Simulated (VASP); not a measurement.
Calculation: vdW-DF2, VASP's PBE PAW potentials (set 64) (plane waves; VASP 6.6.1).

The input files of a VASP run:

POSCAR:
```
HfO2
1
    0.0000000000     2.5775970187     2.5775970187
    2.5775970187     0.0000000000     2.5775970187
    2.5775970187     2.5775970187     0.0000000000
Hf O
1 2
Direct
  0.0000000000   0.0000000000   0.0000000000
  0.2500000000   0.2500000000   0.2500000000
  0.7500000000   0.7500000000   0.7500000000
```

**INCAR**
```
AGGAC=0.0
ALGO=Normal
EDIFF=1E-7
ENCUT=520
GGA=ML
ISIF=2
ISMEAR=-5
LASPH=.TRUE.
LCHARG=.TRUE.
LEFG=.TRUE.
LMAXMIX=6
LORBIT=11
LREAL=.FALSE.
LUSE_VDW=.TRUE.
LWAVE=.FALSE.
NEDOS=601
NELM=100
PREC=Accurate
SYSTEM=HfO2
ZAB_VDW=-1.8867
```

**KPOINTS**
```
Regular mesh
0
Gamma
 8 8 8
```

POTCAR, in this order: Hf_pv O (PBE.64 set). Program: vasp_std.

Unless said otherwise, spin-orbit coupling is left out, though it shifts the bands of the heavy elements here.

What does the run give for the energy per atom (σ→0), band gap (on the k-mesh)?

| Quantity | Result |
|---|---|
| energy per atom (σ→0) | -8.034 eV/atom |
| band gap (on the k-mesh) | 3.72 eV |

File OSZICAR:
```
...
DAV:   7    -0.241750242889E+02    0.12259E+00   -0.11800E+00  1031   0.972E+00    0.289E+01
DAV:   8    -0.241235389264E+02    0.51485E-01   -0.41449E-01  1003   0.661E+00    0.844E+00
DAV:   9    -0.241034634839E+02    0.20075E-01   -0.67397E-02  1003   0.244E+00    0.150E+00
DAV:  10    -0.241033539777E+02    0.10951E-03   -0.27978E-03  1217   0.457E-01    0.451E-02
DAV:  11    -0.241033608349E+02   -0.68572E-05   -0.12542E-04   968   0.102E-01    0.123E-01
DAV:  12    -0.241033642400E+02   -0.34051E-05   -0.16880E-05  1152   0.374E-02    0.278E-02
DAV:  13    -0.241033642655E+02   -0.25573E-07   -0.62873E-07  1009   0.775E-03
   1 F= -.24103364E+02 E0= -.24103364E+02  d E =0.000000E+00
```

The compound is HfO2 in the fluorite structure, the high-temperature cubic form, which is unstable at 0 K; the monoclinic form is the stable one. It was relaxed first.
